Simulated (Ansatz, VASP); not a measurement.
# Cross-check of ZnS (Wurtzite-2H) between VASP and Ansatz

Aim: how closely do two programs agree when they are given the same cell, functional and k mesh? The structure shown is the end of the Ansatz relaxation below.

Main program and level: Ansatz 0.2.0; plane waves, with VASP 6.6.1 beside it; single point at LDA.

### 1. Starting point

Symmetry: P6_3mc, No. 186, hexagonal system. The conventional cell has a = 3.685 Å, b = 3.685 Å, c = 6.067 Å, α = 90.00°, β = 90.00°, γ = 120.00°. S has 4 Zn at 2.26 Å nearest. Zn has 4 S at 2.26 Å nearest. Farther neighbours and most contacts between anions are not listed.

### 2. Ansatz: relaxation, LDA

Ansatz runs on its PAW soft_1 files.

This run makes the geometry at which the two programs are then compared.

input.yaml

```yaml
crystal:
  lattice:
    - [3.6866215794, 0.0, 0.0]
    - [-1.8433107897, 3.1927079419, 0.0]
    - [0.0, 0.0, 6.0631587257]
  atoms:
    - { symbol: S, position: [0.3333333333, 0.6666666667, 0.3792624356] }
    - { symbol: S, position: [0.6666666667, 0.3333333333, 0.8792624356] }
    - { symbol: Zn, position: [0.3333333333, 0.6666666667, 0.0057375644] }
    - { symbol: Zn, position: [0.6666666667, 0.3333333333, 0.5057375644] }
kpoints:
  mp_grid: { grid: [12, 12, 8] }
hamiltonian:
  xc: lda
  pseudopotentials: { kind: paw, azcp: { folder: soft_1 }, xc_functional: pbe }
scf:
  occupations: { method: fixed }
output:
  forces: true
  stress: true
  eigenvalues: true
relax:
  adjacent_minimum: "off"
  f_tol: 0.001
  max_steps: 60
  cell: { stress_tol: 0.01, fix: [volume] }
```

Started as:

```console
ansatz run input.yaml --threads 8 --pin off --max-ram 16384MiB --backend cpu --events-out ev --progress --plain --runs-dir out
```

Numbers of over 12 decimals in the logs are rounded to 6 here.

The log of the run:

```text
Engine: ansatz 0.2.0, aarch64-unknown-linux-gnu
Pseudopotentials: kind: paw
Pseudopotential: S, paw, valence charge 6, recommended cutoff 420 eV (normal), soft_1/S.paw.azcp
Pseudopotential: Zn, paw, valence charge 12, recommended cutoff 420 eV (normal), soft_1/Zn.paw.azcp
Functional definition: SPW92
  exchange = slater_x
  correlation = pw_c
Crystal: 4 atoms, lattice volume = 71.365 Å³
Basis set: ecut = 420 eV, 1389 PW (Γ)
Bands: 22, of which v1, the nominal top of the filled ones, is band 18 counted from 1 (17 counted from 0)
Symmetry: 12 space group operations
Space group: P63mc (ITA 186), of the structure as read, at distance tolerance 4.1e-5 Å
k-points: 95 of 1152 (time reversal used)
Non-local potential: S, projectors of the file, l = 0: 2, l = 1: 2, l = 2: 1
Non-local potential: Zn, projectors of the file, l = 0: 2, l = 1: 2, l = 2: 3, l = 3: 1
PAW form: soft (Blöchl's): semilocal exchange-correlation on the pseudo side does not see the compensation charge
PAW frozen core: S, regenerated for the run's functional, and the local potential with it (the file was generated under x = pbe(κ = 0.804, μ = 0.219515), c = pbe(β = 0.066725))
PAW frozen core: Zn, regenerated for the run's functional, and the local potential with it (the file was generated under x = pbe(κ = 0.804, μ = 0.219515), c = pbe(β = 0.066725))
PAW one-centre angular grid: S, 110 points (default); XC on 64 Gauss nodes
PAW one-centre angular grid: Zn, 590 points (default); XC on 64 Gauss nodes
Initial density: superposition of atomic densities (chi_scale 0.1, normalization cell, long waves kept (reshape's long-wave potential 0.00 eV rms))
Initial wavefunctions: pseudopotential atomic-orbital guess
Functional: x = slater, c = lda
SCF iter   1: F=—  HF=-8235.053224 eV  |F-HF|=—  |Δ(HF+E_count)|=         —  Δρ=3.84e-2  dr2=6.86e-1  ethr=3.10e-3  ⟨swp⟩=5.0  Hψ=10315  notcnv=0  defer=177
preconditioner: auto → Resta (q_TF=auto, 2.434 Å⁻¹)  ε∞=6.4  [insulator: Δε(μ)=2.644 eV  Ē_g=11.378 eV  n_scr=22 (ndim 8)  ℏωp=26.4 eV  f_vac=0.000  ε∞_Penn≈6.4]
SCF iter   2: F=—  HF=-8234.890762 eV  |F-HF|=—  |Δ(HF+E_count)|=   1.62e-1  Δρ=1.67e-2  dr2=1.62e-1  ethr=1.91e-3  ⟨swp⟩=2.9  Hψ=4456  notcnv=0  defer=186
SCF iter   3: F=—  HF=-8234.857824 eV  |F-HF|=—  |Δ(HF+E_count)|=   3.29e-2  Δρ=1.08e-2  dr2=5.47e-2  ethr=4.50e-4  ⟨swp⟩=2.1  Hψ=3811  notcnv=0  defer=185
SCF iter   4: F=—  HF=-8234.837963 eV  |F-HF|=—  |Δ(HF+E_count)|=   1.99e-2  Δρ=3.07e-3  dr2=4.34e-3  ethr=1.52e-4  ⟨swp⟩=2.0  Hψ=4563  notcnv=0  defer=187
SCF iter   5: F=—  HF=-8234.838126 eV  |F-HF|=—  |Δ(HF+E_count)|=   1.63e-4  Δρ=5.40e-4  dr2=2.09e-4  ethr=1.21e-5  ⟨swp⟩=2.0  Hψ=3655  notcnv=0  defer=187
SCF iter   6: F=—  HF=-8234.838197 eV  |F-HF|=—  |Δ(HF+E_count)|=   7.07e-5  Δρ=2.36e-4  dr2=3.25e-5  ethr=5.81e-7  ⟨swp⟩=3.0  Hψ=3663  notcnv=0  defer=183
SCF iter   7: F=—  HF=-8234.838203 eV  |F-HF|=—  |Δ(HF+E_count)|=   5.90e-6  Δρ=5.93e-5  dr2=1.16e-6  ethr=9.04e-8  ⟨swp⟩=2.9  Hψ=3888  notcnv=0  defer=1
SCF iter   8: F=—  HF=-8234.838203 eV  |F-HF|=—  |Δ(HF+E_count)|=   8.32e-7  Δρ=1.64e-5  dr2=1.16e-7  ethr=3.23e-9  ⟨swp⟩=2.4  Hψ=3669  notcnv=0  defer=1
SCF iter   9: F=-8234.838203 eV  HF=-8234.838203 eV  |F-HF|=1.58e-10  |Δ(HF+E_count)|=   2.55e-8  Δρ=1.70e-6  dr2=2.40e-9  ethr=2.78e-10  ⟨swp⟩=8.0  Hψ=11910  notcnv=0
SCF 1 converged in 9 iterations: F = -8234.838203 eV  dr2 = 2.40e-9
  greatest PAW one-centre occupation: 0.983 electrons in one spin orbital (limit 2), on the Zn atom at site 3 (counted from 0), in its partial waves of l = 2
relax step   1: F+E_penalty+E_count = -8234.83820336 eV  Δ(F+E_penalty+E_count) = +0.000e0 eV  max|allowed force component| = 6.042e-3 eV/Å  Δτ_max = 0.0000 Å  P = +3.841 GPa  Ω = 71.365 Å³  fix = [volume]  reactions: volume +3.841 GPa  (9 SCF iters, dr2 threshold 1.00e-7 eV, accepted)
[...]
relax step   2: F+E_penalty+E_count = -8234.83821922 eV  Δ(F+E_penalty+E_count) = -1.586e-5 eV  max|allowed force component| = 4.694e-3 eV/Å  Δτ_max = 0.0005 Å  P = +3.838 GPa  Ω = 71.365 Å³  energy of the carried Pulay correction = +1.299e-16 eV  fix = [volume]  reactions: volume +3.838 GPa  (5 SCF iters, dr2 threshold 3.28e-9 eV, accepted)
[...]
relax step   3: F+E_penalty+E_count = -8234.83822220 eV  Δ(F+E_penalty+E_count) = -2.985e-6 eV  max|allowed force component| = 2.540e-3 eV/Å  Δτ_max = 0.0003 Å  P = +3.837 GPa  Ω = 71.365 Å³  energy of the carried Pulay correction = +4.917e-16 eV  fix = [volume]  reactions: volume +3.837 GPa  (4 SCF iters, dr2 threshold 1.38e-9 eV, accepted)
[...]
relax step   4: F+E_penalty+E_count = -8234.83822272 eV  Δ(F+E_penalty+E_count) = -5.149e-7 eV  max|allowed force component| = 1.593e-3 eV/Å  Δτ_max = 0.0002 Å  P = +3.836 GPa  Ω = 71.365 Å³  energy of the carried Pulay correction = +3.525e-16 eV  fix = [volume]  reactions: volume +3.836 GPa  (5 SCF iters, dr2 threshold 7.56e-10 eV, accepted)
[...]
relax step   5: F+E_penalty+E_count = -8234.83822307 eV  Δ(F+E_penalty+E_count) = -3.550e-7 eV  max|allowed force component| = 2.018e-6 eV/Å  Δτ_max = 0.0001 Å  P = +3.836 GPa  Ω = 71.365 Å³  energy of the carried Pulay correction = +4.175e-16 eV  fix = [volume]  reactions: volume +3.836 GPa  (4 SCF iters, dr2 threshold 3.50e-10 eV, accepted)
[...]
relax step   6: F+E_penalty+E_count = -8234.83822574 eV  Δ(F+E_penalty+E_count) = -2.663e-6 eV  max|allowed force component| = 1.934e-8 eV/Å  Δτ_max = 0.0000 Å  P = +3.836 GPa  Ω = 71.365 Å³  fix = [volume]  reactions: volume +3.836 GPa  stress off target by 2.69e-4 GPa on what of the cell is left free  SCF on the basis re-selected at this cell (its energy is not comparable with the rows above)  (6 SCF iters)
basis re-selected at this cell: Δ(F+E_penalty+E_count) = -2.663e-6 eV, ΔP = -0.000 GPa vs the last step (what re-selecting the basis moved, of the pressure what is left beyond the Pulay correction that the steps carried, after the strain that the cell walked since its last selection, with what the two solves' SCF thresholds leave and, on support functions, any second-order correction that the steps lacked; it is no m [...]
SCF converged after 6 iterations
Free energy (F): -8234.838226 eV
Harris-Foulkes:  -8234.838226 eV  (|F-HF|=1.82e-12)
Internal energy: -8234.838226 eV  (E = F + TS)
E sigma→0 (E₀):  -8234.838226 eV
Fermi energy:    6.898075 eV
--- Per-component energies (eV) ---
  E_band       = 31.677492
  E_kinetic    = 514.726706
  E_local      = -4419.222433  (includes V_loc(G=0)·N_el)
  E_nonlocal   = 1714.658637
  E_hartree    = 1679.598194
  E_xc         = -335.008600
  E_vxc        = -273.130357  (∫ρ·V_xc dr)
  E_paw        = -4803.778934  (= ΣΔE_a)
  E_vpaw       = -864.550937  (= ΣTr[D̂ρ^β])
  E_aug_tail   = -0.000475  (compensation charges beyond the density's cutoff)
  E_ewald      = -2589.232004
  E_core_change = 3.420682  (= ΣΔE_core)
  E_smearing   = -0.000000  (= −TS)
  E_closure    = 0.000000  (closes the sum)
  Σ components = -8234.838226   (vs F -8234.838226, Δ=0.00e0)
--- Forces (eV/Å), atoms counted from 1 ---
  atom   1  S      0.00000000    -0.00000000     0.00000001
  atom   2  S     -0.00000000     0.00000000     0.00000001
  atom   3  Zn     0.00000000    -0.00000000     0.00000005
  atom   4  Zn     0.00000000     0.00000000     0.00000005
  max |Σ_I F_I| component: 1.27e-7 eV/Å
--- Stress (GPa, compression-positive) ---
        3.836308       0.000000      -0.000000
       -0.000000       3.836308      -0.000000
       -0.000000      -0.000000       3.836711
  P = ⅓ Tr σ = 3.8364 GPa (38.364 kbar)
--- Band table (eV; the first three rows and the last of 95) ---
  k-point 0: bands = [... 14 lower, 5.8435, 6.7755, 6.8981, 6.8981, 9.2681, 9.9713, 12.9509, 12.9509]
  k-point 1: bands = [... 14 lower, 5.8798, 6.3885, 6.8533, 6.8533, 9.6030, 10.0116, 12.9739, 12.9739]
  k-point 2: bands = [... 14 lower, 5.9845, 5.9845, 6.7281, 6.7281, 10.1302, 10.1996, 12.9066, 13.0533]
  k-point 94: bands = [... 14 lower, 3.3033, 3.3033, 5.2734, 5.2734, 11.2785, 11.2785, 12.9370, 12.9370]
--- Relaxed structure (5 steps of the walk, 5 accepted, 1 SCFs on fresh bases) ---
  F+E_penalty+E_count = -8234.83822574 eV   max|allowed force component| = 1.934e-8 eV/Å   (the final SCF, on the basis selected at the relaxed cell)
  cell:  # Å, volume = 71.3652 Å³
    - [3.685454, 0, 0]
    - [-1.842727, 3.191696, 0]
    - [0, 0, 6.067002]
  atoms:
    - { symbol: S, position: [0.333333, 0.666667, 0.379098] }
    - { symbol: S, position: [0.666667, 0.333333, 0.879098] }
    - { symbol: Zn, position: [0.333333, 0.666667, 0.0059017] }
    - { symbol: Zn, position: [0.666667, 0.333333, 0.505902] }
```

In the SCF lines HF is the Harris–Foulkes energy and dr2 the Hartree energy of the density residual, in eV; the loop may stop once dr2 is under the threshold and the program's other checks hold. Hψ counts applications of the Hamiltonian.

### 3. VASP: single point, LDA

The same cell, functional (in two slightly different forms) and mesh now go to VASP, with its own data sets.

Lines of VASP's logs that name or quote its potential files are left out, and so is its time.

INCAR

```
SYSTEM = ZnS
PREC = Accurate
ENCUT = 500
EDIFF = 1E-06
NELM = 120
ISMEAR = 0
SIGMA = 0.01
LREAL = .FALSE.
ALGO = Normal
GGA = CA
NBANDS = 24
LORBIT = 11
LWAVE = .FALSE.
LCHARG = .FALSE.
ISIF = 2
LASPH = .TRUE.
GGA_COMPAT = .FALSE.
EFERMI = MIDGAP
```

POSCAR

```
ZnS
1.0
    3.6854536540      0.0000000000      0.0000000000
   -1.8427268270      3.1916964888      0.0000000000
    0.0000000000      0.0000000000      6.0670021816
S Zn
2 2
Direct
    0.3333333333      0.6666666667      0.3790983008
    0.6666666667      0.3333333333      0.8790983008
    0.3333333333      0.6666666667      0.0059016992
    0.6666666667      0.3333333333      0.5059016992
```

KPOINTS

```
Automatic mesh
0
Gamma
12 12 8
0 0 0
```

Potentials, in the order of the species: S and Zn (LDA family, release 64).

Started as:

```console
mpirun -np 1 vasp_std
```

The log of the run:

```text
[banner, memory and clock lines left out]
running    1 mpi-ranks, on    1 nodes
 distrk:  each k-point on    1 cores,    1 groups
 distr:  one band on    1 cores,    1 groups

 POSCAR found type information on POSCAR S Zn
 POSCAR found :  2 types and       4 ions
 LDA part: xc-table for (Slater(with rela. corr.)+CA(PZ))
 , standard interpolation
 POSCAR, INCAR and KPOINTS ok, starting setup
 FFT: planning ... GRIDC
 FFT: planning ... GRID_SOFT
 FFT: planning ... GRID
 WAVECAR not read
 entering main loop
       N       E                     dE             d eps       ncg     rms          rms(c)
DAV:   1     0.233771317784E+03    0.23377E+03   -0.17159E+04  4560   0.183E+03
DAV:   2     0.412423669378E+01   -0.22965E+03   -0.22158E+03  4808   0.366E+02
DAV:   3    -0.168276022050E+02   -0.20952E+02   -0.20841E+02  5720   0.113E+02
DAV:   4    -0.172574862435E+02   -0.42988E+00   -0.42957E+00  5376   0.168E+01
DAV:   5    -0.172653952226E+02   -0.79090E-02   -0.79081E-02  5784   0.217E+00    0.118E+01
DAV:   6    -0.163917631644E+02    0.87363E+00   -0.19534E+00  6552   0.438E+01    0.877E+00
DAV:   7    -0.163893433617E+02    0.24198E-02   -0.18184E+00  4936   0.822E+00    0.342E+00
DAV:   8    -0.163645729659E+02    0.24770E-01   -0.66143E-02  6216   0.218E+00    0.106E+00
DAV:   9    -0.163624192245E+02    0.21537E-02   -0.21625E-02  6344   0.172E+00    0.299E-01
DAV:  10    -0.163624508616E+02   -0.31637E-04   -0.62744E-04  5584   0.354E-01    0.174E-01
DAV:  11    -0.163624715606E+02   -0.20699E-04   -0.66906E-05  5696   0.734E-02    0.737E-02
DAV:  12    -0.163624690249E+02    0.25357E-05   -0.70281E-06  5824   0.178E-02    0.112E-02
DAV:  13    -0.163624691373E+02   -0.11243E-06   -0.63300E-07  3288   0.112E-02
   1 F= -.16362469E+02 E0= -.16362469E+02  d E =0.000000E+00
```

OUTCAR, selected parts (step 3):

```text
ion  position               nearest neighbor table
   1  0.333  0.667  0.379-   4 2.26   4 2.26   4 2.26   3 2.26
   2  0.667  0.333  0.879-   3 2.26   3 2.26   3 2.26   4 2.26
   3  0.333  0.667  0.006-   2 2.26   2 2.26   2 2.26   1 2.26
   4  0.667  0.333  0.506-   1 2.26   1 2.26   1 2.26   2 2.26

  LATTYP: Found a hexagonal cell.
 ALAT       =     3.6854536540
 C/A-ratio  =     1.6462022728

 Subroutine GETGRP returns: Found 12 space group operations
 (whereof  6 operations were pure point group operations)

The static configuration has the point symmetry C_3v.
 The point group associated with its full space group is C_6v.

 Found     95 irreducible k-points:

   k-points           NKPTS =     95   k-points in BZ     NKDIM =     95   number of bands    NBANDS=     24

   dimension x,y,z NGX =    28 NGY =   28 NGZ =   48
   dimension x,y,z NGXF=    56 NGYF=   56 NGZF=   96

   ENCUT  =  500.0 eV  36.75 Ry    6.06 a.u.   6.72  6.72 11.06*2*pi/ulx,y,z

   NELECT =      36.0000    total number of electrons

 k-points in reciprocal lattice and weights: Automatic mesh
   0.00000000  0.00000000  0.00000000       0.001
   0.08333333 -0.00000000  0.00000000       0.005
   0.16666667 -0.00000000  0.00000000       0.005
   0.25000000  0.00000000  0.00000000       0.005
   0.33333333 -0.00000000  0.00000000       0.005
   0.41666667 -0.00000000  0.00000000       0.005
   0.50000000  0.00000000  0.00000000       0.003
   0.08333333  0.08333333  0.00000000       0.005
   0.16666667  0.08333333  0.00000000       0.010
[...]
0.33333333  0.25000000  0.50000000       0.010
   0.33333333  0.33333333  0.50000000       0.002

 average (electrostatic) potential at core
       1 -88.4353       2 -88.4353       3 -36.7603       4 -36.7603

 E-fermi :   4.1674

 k-point     1 :       0.0000    0.0000    0.0000
  band No.  band energies     occupation
    ...
     14       1.9070      2.00000
     15       1.9070      2.00000
     16       2.8379      2.00000
     17       2.9604      2.00000
     18       2.9604      2.00000
     19       5.3744      0.00000
     20       6.0672      0.00000
     21       9.0505      0.00000
     22       9.0505      0.00000
     23       9.2714      0.00000
    ...

 k-point     2 :       0.0833   -0.0000    0.0000
  band No.  band energies     occupation
    ...
     14       1.4608      2.00000
     15       1.7715      2.00000
     16       2.4751      2.00000
     17       2.7676      2.00000
     18       2.8900      2.00000
     19       5.8012      0.00000
     20       6.4665      0.00000
     21       8.7913      0.00000
     22       9.2079      0.00000
     23       9.4533      0.00000
    ...

 k-point     3 :       0.1667   -0.0000    0.0000
  band No.  band energies     occupation
    ...
     14       0.5064      2.00000
     15       1.4368      2.00000
     16       1.5387      2.00000
     17       2.5438      2.00000
     18       2.6927      2.00000
     19       6.5203      0.00000
     20       7.0236      0.00000
     21       8.5823      0.00000
     22       9.5623      0.00000
     23       9.5851      0.00000
    ...

  Total        1.8503678      1.8503678      1.8592266      0.0000000      0.0000000      0.0000000
  in kB       41.5414799     41.5414799     41.7403628      0.0000000      0.0000000      0.0000000
  external PRESSURE =      41.6077742 kB  Pullay stress =       0.0000000 kB

  energy-cutoff  :      500.00
  volume of cell :       71.37
      direct lattice vectors                 reciprocal lattice vectors
     3.685453654  0.000000000  0.000000000     0.271337017  0.156656500  0.000000000
    -1.842726827  3.191696489  0.000000000     0.000000000  0.313312999  0.000000000
     0.000000000  0.000000000  6.067002182     0.000000000  0.000000000  0.164826049

 POSITION                                       TOTAL-FORCE (eV/Angst)
 -----------------------------------------------------------------------------------
     -0.00000      2.12780      2.29999         0.000000      0.000000     -0.000474
      1.84273      1.06390      5.33349        -0.000000     -0.000000     -0.000474
     -0.00000      2.12780      0.03581        -0.000000     -0.000000      0.000474
      1.84273      1.06390      3.06931        -0.000000      0.000000      0.000474
 -----------------------------------------------------------------------------------
    total drift:                               -0.000000     -0.000001      0.000543

  FREE ENERGIE OF THE ION-ELECTRON SYSTEM (eV)
  ---------------------------------------------------
  free  energy   TOTEN  =       -16.3624691373 eV

  energy  without entropy=      -16.3624691373  energy(sigma->0) =      -16.36246914

 total charge
# of ion       s       p       d       tot
------------------------------------------
    1        1.311   2.468   0.000   3.779
    2        1.311   2.468   0.000   3.779
    3        0.562   0.580   9.811  10.953
    4        0.562   0.580   9.811  10.953
--------------------------------------------------
tot          3.745   6.096  19.622  29.463

[... 3 further parts left out ...]
```

The run ends at a pressure of 4.16 GPa, with forces up to 4.7e-4 eV/Å.

### 4. Differences

Known differences besides the potentials themselves: the two LDA forms differ slightly; fixed occupations in Ansatz, narrow Gaussian smearing in VASP; the cutoff is 420 eV in Ansatz and 500 eV in VASP; VASP's log shows a relativistic correction to its local exchange, Ansatz's none; Ansatz's pressure holds a Pulay correction, VASP's none. Total energies have different zeros and are not compared.

Compared:

```
              quantity  Ansatz   VASP  difference
        pressure (GPa)    3.84   4.16       -0.32
gap on the k mesh (eV)   2.370  2.414      -0.044
```

A gap on the mesh is an upper bound, since the band edges may lie between its points.

### 5. Summary of results

- difference in gap on the k mesh (single point, LDA): -0.044 eV

The difference in gap on the k mesh is -0.044 eV (single point, LDA), within the 0.08 eV picked in this series as the mark of a large difference. How closely two codes agree says nothing of how well the functional describes the real material.

[Lines on the potential files, build, host, timing and source positions are cut from VASP's logs without a mark.]

[Logs are printed without paths, hosts, clocks, repeated set-up lines and the standing remarks that a program may print on its own settings, such as how far it seeks lower states.]

[Hosts, paths, dates, database ids (printed as entryN), source tags and the programs' standing remarks are cut or masked in the printed files.]
